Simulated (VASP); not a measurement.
# CuI (Marshite): input slips in a band-gap run and what they do

Some runs for the gap of CuI (Marshite) get a fault in the input on purpose. Which of them show, and how? The starting structure is a measured crystal structure from the Crystallography Open Database. Cell and atoms stay as given unless a step says otherwise.

Method: Kohn-Sham DFT with plane waves and PAW; LDA, in VASP 6.6.1.

The database entry behind the starting cell differs from later determinations by our own check (about 0.15 % long (mineral sample)), so it need not match the best structure at ambient conditions.

**1. The structure**

The structure is cubic, space group F-43m (No. 216). The conventional cell has a = 6.063 Å, b = 6.063 Å, c = 6.063 Å, α = 90.00°, β = 90.00°, γ = 90.00°. Nearest to I lie 4 Cu at 2.63 Å. Nearest to Cu lie 4 I at 2.63 Å. Farther neighbours and most contacts between anions are not listed.

**2. Reference bands**

INCAR reads:

```
SYSTEM = CuI
PREC = Accurate
ENCUT = 350
EDIFF = 1E-06
NELM = 100
ISMEAR = 0
SIGMA = 0.03
LREAL = .FALSE.
ALGO = Normal
GGA = CA
NBANDS = 21
LORBIT = 11
LWAVE = .FALSE.
LCHARG = .FALSE.
KPAR = 4
```

POSCAR reads:

```
CuI
1.0
    0.0000000000      3.0315000000      3.0315000000
    3.0315000000      0.0000000000      3.0315000000
    3.0315000000      3.0315000000      0.0000000000
I Cu
1 1
Direct
    0.0000000000      0.0000000000      0.0000000000
    0.7500000000      0.7500000000      0.7500000000
```

KPOINTS reads:

```
Automatic mesh
0
Gamma
6 6 6
0 0 0
```

KPOINTS_OPT reads:

```
Line mode
10
Line-mode
Reciprocal
  0.00000000   0.00000000   0.00000000 GAMMA
  0.50000000   0.00000000   0.50000000 X

  0.50000000   0.00000000   0.50000000 X
  0.50000000   0.25000000   0.75000000 W

  0.50000000   0.25000000   0.75000000 W
  0.37500000   0.37500000   0.75000000 K

  0.37500000   0.37500000   0.75000000 K
  0.00000000   0.00000000   0.00000000 GAMMA

  0.00000000   0.00000000   0.00000000 GAMMA
  0.50000000   0.50000000   0.50000000 L

  0.50000000   0.50000000   0.50000000 L
  0.62500000   0.25000000   0.62500000 U

  0.62500000   0.25000000   0.62500000 U
  0.50000000   0.25000000   0.75000000 W

  0.50000000   0.25000000   0.75000000 W
  0.50000000   0.50000000   0.50000000 L

  0.50000000   0.50000000   0.50000000 L
  0.37500000   0.37500000   0.75000000 K

  0.62500000   0.25000000   0.62500000 U
  0.50000000   0.00000000   0.50000000 X
```

The projector-augmented-wave data sets are I and Cu (LDA family, release 64).

Launch:

```sh
> mpirun -np 4 vasp_std
```

Output:

```text
[banner, memory and clock lines left out]
running    4 mpi-ranks, on    1 nodes
 distrk:  each k-point on    1 cores,    4 groups
 distr:  one band on    1 cores,    1 groups

 POSCAR found type information on POSCAR I Cu
 POSCAR found :  2 types and       2 ions
 LDA part: xc-table for (Slater(with rela. corr.)+CA(PZ))
 , standard interpolation
 POSCAR, INCAR and KPOINTS ok, starting setup
 FFT: planning ... GRIDC
 FFT: planning ... GRID_SOFT
 FFT: planning ... GRID
 WAVECAR not read
 entering main loop
       N       E                     dE             d eps       ncg     rms          rms(c)
DAV:   1     0.866750677718E+02    0.86675E+02   -0.55788E+03   680   0.670E+02
DAV:   2    -0.249315926067E+00   -0.86924E+02   -0.75623E+02   727   0.174E+02
DAV:   3    -0.699639042445E+01   -0.67471E+01   -0.66185E+01   825   0.524E+01
DAV:   4    -0.717079262944E+01   -0.17440E+00   -0.17415E+00   816   0.744E+00
DAV:   5    -0.717957924496E+01   -0.87866E-02   -0.87858E-02  1000   0.193E+00    0.550E+00
DAV:   6    -0.709409547850E+01    0.85484E-01   -0.22293E+00   797   0.356E+01    0.354E+00
DAV:   7    -0.692608353639E+01    0.16801E+00   -0.56518E-01   802   0.219E+01    0.171E+00
DAV:   8    -0.692247393418E+01    0.36096E-02   -0.27507E-02  1026   0.189E+00    0.395E-01
DAV:   9    -0.692046432835E+01    0.20096E-02   -0.36641E-03   834   0.154E+00    0.220E-01
DAV:  10    -0.692040235410E+01    0.61974E-04   -0.35026E-04  1068   0.186E-01    0.787E-02
DAV:  11    -0.692032197158E+01    0.80383E-04   -0.36715E-04   803   0.514E-01    0.285E-02
DAV:  12    -0.692032110181E+01    0.86977E-06   -0.40652E-05  1034   0.780E-02    0.265E-02
DAV:  13    -0.692032011114E+01    0.99067E-06   -0.23413E-06  1010   0.263E-02
   1 F= -.69203201E+01 E0= -.69203201E+01  d E =-.150469E-24
 Start KPOINTS_OPT (optional k-point list driver)
k-point batch [1-16\100]
       N       E                     dE             ncg
DAV:   1     0.170536945468E+04   -0.38875E+04      680
DAV:   2     0.256002400486E+03   -0.14494E+04      727
DAV:   3     0.140372730322E+03   -0.11563E+03      846
DAV:   4     0.137384066045E+03   -0.29887E+01      837
DAV:   5     0.137243674518E+03   -0.14039E+00      968
DAV:   6     0.137241033509E+03   -0.26410E-02      898
DAV:   7     0.137240994264E+03   -0.39245E-04      953
DAV:   8     0.137240994049E+03   -0.21566E-06      621
[...]
k-point batch [97-100\100]
       N       E                     dE             ncg
DAV:   1     0.646460214044E+04   -0.15372E+04      176
DAV:   2     0.611909777393E+04   -0.34550E+03      173
DAV:   3     0.609442389850E+04   -0.24674E+02      235
DAV:   4     0.609384416093E+04   -0.57974E+00      217
DAV:   5     0.609382496389E+04   -0.19197E-01      227
DAV:   6     0.609382388537E+04   -0.10785E-02      218
DAV:   7     0.609382388019E+04   -0.51875E-05      222
DAV:   8     0.609382388013E+04   -0.58458E-07      161
```

Wall time 7.6 s (4 MPI ranks of Intel Xeon 6975P-C (Granite Rapids), shared host); peak memory 0.57 GiB.

The logs omit lines about the potential files and the build; timing stands in the text.

Parts of OUTCAR (step 2):

```text
ion  position               nearest neighbor table
   1  0.000  0.000  0.000-   2 2.63   2 2.63   2 2.63   2 2.63
   2  0.750  0.750  0.750-   1 2.63   1 2.63   1 2.63   1 2.63

  LATTYP: Found a face centered cubic cell.
 ALAT       =     6.0630000000

 Subroutine GETGRP returns: Found 24 space group operations
 (whereof 24 operations were pure point group operations)

The static configuration has the point symmetry T_d .

 Found     16 irreducible k-points:

   k-points           NKPTS =     16   k-points in BZ     NKDIM =     16   number of bands    NBANDS=     21

   dimension x,y,z NGX =    28 NGY =   28 NGZ =   28
   dimension x,y,z NGXF=    56 NGYF=   56 NGZF=   56

   ENCUT  =  350.0 eV  25.72 Ry    5.07 a.u.   6.54  6.54  6.54*2*pi/ulx,y,z

   NELECT =      18.0000    total number of electrons

 k-points in reciprocal lattice and weights: Automatic mesh
   0.00000000  0.00000000  0.00000000       0.005
   0.16666667  0.00000000  0.00000000       0.037
   0.33333333  0.00000000  0.00000000       0.037
   0.50000000  0.00000000  0.00000000       0.019
   0.16666667  0.16666667  0.00000000       0.028
   0.33333333  0.16666667  0.00000000       0.111
   0.50000000  0.16666667  0.00000000       0.111
  -0.33333333  0.16666667  0.00000000       0.111
  -0.16666667  0.16666667  0.00000000       0.056
[...]
-0.33333333  0.33333333  0.16666667       0.111
  -0.33333333  0.50000000  0.16666667       0.056

 average (electrostatic) potential at core
       1 -93.0288       2 -66.8220

 E-fermi :   4.3790

 k-point     1 :       0.0000    0.0000    0.0000
  band No.  band energies     occupation
    ...
      5       2.2515      2.00000
      6       2.2515      2.00000
      7       4.1694      2.00000
      8       4.1694      2.00000
      9       4.1694      2.00000
     10       5.1605      0.00000
     11       9.0314      0.00000
     12       9.0314      0.00000
     13       9.0314      0.00000
     14      12.1462      0.00000
    ...

 k-point     2 :       0.1667    0.0000    0.0000
  band No.  band energies     occupation
    ...
      5       2.2426      2.00000
      6       2.2426      2.00000
      7       3.2543      2.00000
      8       3.9717      2.00000
      9       3.9717      2.00000
     10       6.1314      0.00000
     11       8.9832      0.00000
     12       9.3779      0.00000
     13       9.3779      0.00000
     14      12.9330      0.00000
    ...

 k-point     3 :       0.3333    0.0000    0.0000
  band No.  band energies     occupation
    ...
      5       2.2529      2.00000
      6       2.2529      2.00000
      7       2.5502      2.00000
      8       3.6179      2.00000
      9       3.6179      2.00000
     10       6.3227      0.00000
     11       9.6322      0.00000
     12       9.6322      0.00000
     13      10.4753      0.00000
     14      12.6587      0.00000
    ...

  Total       -1.4787313     -1.4787313     -1.4787313      0.0000000      0.0000000     -0.0000000
  in kB      -42.5203811    -42.5203811    -42.5203811      0.0000000      0.0000000     -0.0000000
  external PRESSURE =     -42.5203811 kB  Pullay stress =       0.0000000 kB

  energy-cutoff  :      350.00
  volume of cell :       55.72
      direct lattice vectors                 reciprocal lattice vectors
     0.000000000  3.031500000  3.031500000    -0.164934851  0.164934851  0.164934851
     3.031500000  0.000000000  3.031500000     0.164934851 -0.164934851  0.164934851
     3.031500000  3.031500000  0.000000000     0.164934851  0.164934851 -0.164934851

 POSITION                                       TOTAL-FORCE (eV/Angst)
 -----------------------------------------------------------------------------------
      0.00000      0.00000      0.00000         0.000000     -0.000000      0.000000
      4.54725      4.54725      4.54725        -0.000000      0.000000     -0.000000
 -----------------------------------------------------------------------------------
    total drift:                               -0.000001     -0.000001     -0.000001

  FREE ENERGIE OF THE ION-ELECTRON SYSTEM (eV)
  ---------------------------------------------------
  free  energy   TOTEN  =        -6.9203201111 eV

  energy  without entropy=       -6.9203201111  energy(sigma->0) =       -6.92032011

 total charge
# of ion       s       p       d       tot
------------------------------------------
    1        1.497   2.747   0.052   4.296
    2        0.336   0.265   9.330   9.931
--------------------------------------------------
tot          1.833   3.013   9.382  14.228

[... 3 further parts left out ...]
```

Spin-orbit coupling is off here; with elements this heavy it can split and shift levels by tenths of an eV. At this level the cell is under a tension of 4.3 GPa, so at these settings it is away from equilibrium.

The reference gap is 0.991 eV.

**3. Bands with no empty bands**

A slip made on purpose: no empty bands. Against step 2 the input has NBANDS = 9 and no band path (also changed: NELM).

INCAR: that of step 2 with these lines changed.

```diff
@@ -4,3 +4,3 @@
 EDIFF = 1E-06
-NELM = 100
+NELM = 60
 ISMEAR = 0
@@ -10,3 +10,3 @@
 GGA = CA
-NBANDS = 21
+NBANDS = 9
 LORBIT = 11
```

POSCAR is that of step 2.

KPOINTS is that of step 2.

Launch:

```sh
> mpirun -np 4 vasp_std
```

Output:

```text
[... set-up lines as in an earlier step ...]
 entering main loop
       N       E                     dE             d eps       ncg     rms          rms(c)
DAV:   1     0.912579545030E+02    0.91258E+02   -0.59915E+03   288   0.156E+03
DAV:   2     0.140349443558E+01   -0.89854E+02   -0.89854E+02   305   0.307E+02
DAV:   3    -0.654704422141E+01   -0.79505E+01   -0.79505E+01   397   0.967E+01
DAV:   4    -0.714336874970E+01   -0.59632E+00   -0.59632E+00   383   0.320E+01
[...]
DAV:  11    -0.692030709234E+01    0.26495E-03   -0.24063E-03   422   0.183E+00    0.328E-02
DAV:  12    -0.692032108866E+01   -0.13996E-04   -0.21926E-04   401   0.223E-01    0.361E-02
DAV:  13    -0.692032130886E+01   -0.22019E-06   -0.55327E-06   265   0.593E-02
 -----------------------------------------------------------------------------
|                                                                             |
|           W    W    AA    RRRRR   N    N  II  N    N   GGGG   !!!           |
|           W    W   A  A   R    R  NN   N  II  NN   N  G    G  !!!           |
|           W    W  A    A  R    R  N N  N  II  N N  N  G       !!!           |
|           W WW W  AAAAAA  RRRRR   N  N N  II  N  N N  G  GGG   !            |
|           WW  WW  A    A  R   R   N   NN  II  N   NN  G    G                |
|           W    W  A    A  R    R  N    N  II  N    N   GGGG   !!!           |
|                                                                             |
|     Your highest band is occupied at some k-points! Unless you are          |
|     performing a calculation for an insulator or semiconductor, without     |
|     unoccupied bands, you have included TOO FEW BANDS!! Please increase     |
|     the parameter NBANDS in file INCAR to ensure that the highest band      |
|     is unoccupied at all k-points. It is always recommended to include      |
|     a few unoccupied bands to accelerate the convergence of                 |
|     molecular-dynamics runs (even for insulators or semiconductors),        |
|     since the presence of unoccupied bands improves wavefunction            |
|     prediction and helps to suppress 'band-crossings'.                      |
|                                                                             |
 -----------------------------------------------------------------------------

   1 F= -.69203213E+01 E0= -.69203213E+01  d E =-.135146E-12
```

It took 1.6 s on 4 MPI ranks; peak memory 0.5 GiB.

OUTCAR, selected parts (step 3):

```text
  Total       -1.4663432     -1.4663432     -1.4663432     -0.0000000      0.0000000      0.0000000
  in kB      -42.1641638    -42.1641638    -42.1641638     -0.0000000      0.0000000      0.0000000
  external PRESSURE =     -42.1641638 kB  Pullay stress =       0.0000000 kB

 POSITION                                       TOTAL-FORCE (eV/Angst)
 -----------------------------------------------------------------------------------
      0.00000      0.00000      0.00000         0.000000      0.000000      0.000000
      4.54725      4.54725      4.54725        -0.000000     -0.000000     -0.000000
 -----------------------------------------------------------------------------------
    total drift:                               -0.000001     -0.000001     -0.000001

  FREE ENERGIE OF THE ION-ELECTRON SYSTEM (eV)
  ---------------------------------------------------
  free  energy   TOTEN  =        -6.9203213089 eV

  energy  without entropy=       -6.9203213089  energy(sigma->0) =       -6.92032131

[... 1 part as in an earlier step ...]

[... 2 further parts left out ...]
[key lines of the parts left out:]
E-fermi :   4.3078
```

The run converges, yet it holds no empty band, so no gap can be read from it.

**4. Bands with a fixed density without a density file**

A slip made on purpose: a fixed density without a density file. Against step 2 the input has ICHARG = 11 (also changed: NELM).

INCAR: that of step 3 with these lines changed.

```diff
@@ -10,3 +10,3 @@
 GGA = CA
-NBANDS = 9
+NBANDS = 21
 LORBIT = 11
@@ -15 +15,2 @@
 KPAR = 4
+ICHARG = 11
```

POSCAR is that of step 3.

KPOINTS is that of step 3.

KPOINTS_OPT is that of step 2.

Launch:

```sh
> mpirun -np 4 vasp_std
```

Output:

```text
[banner, memory and clock lines left out]
running    4 mpi-ranks, on    1 nodes
[...]
LDA part: xc-table for (Slater(with rela. corr.)+CA(PZ))
 , standard interpolation
 POSCAR, INCAR and KPOINTS ok, starting setup
[...]
WARNING: CHGCAR is incomplete
|                                                                             |
|     EEEEEEE  RRRRRR   RRRRRR   OOOOOOO  RRRRRR      ###     ###     ###     |
|     E        R     R  R     R  O     O  R     R     ###     ###     ###     |
|     E        R     R  R     R  O     O  R     R     ###     ###     ###     |
|     EEEEE    RRRRRR   RRRRRR   O     O  RRRRRR       #       #       #      |
|     E        R   R    R   R    O     O  R   R                               |
|     E        R    R   R    R   O     O  R    R      ###     ###     ###     |
|     EEEEEEE  R     R  R     R  OOOOOOO  R     R     ###     ###     ###     |
|                                                                             |
|     ERROR: charge density could not be read from file CHGCAR for            |
|     ICHARG>10                                                               |
|                                                                             |
|       ---->  I REFUSE TO CONTINUE WITH THIS SICK JOB ... BYE!!! <----       |
|                                                                             |

1
1
1
1
```

The job ended after 3.8 s (4 MPI ranks).

VASP stopped with this message: “ERROR: charge density could not be read from file CHGCAR for ICHARG>10”.

(Continued in part 2 of 2.)

[Lines on the potential files, build, host, timing and source positions are cut from VASP's logs without a mark.]

[Logs are printed without paths, hosts, clocks, repeated set-up lines and the standing remarks that a program may print on its own settings, such as how far it seeks lower states.]

[Hosts, paths, dates, database ids (printed as entryN), source tags and the programs' standing remarks are cut or masked in the printed files.]
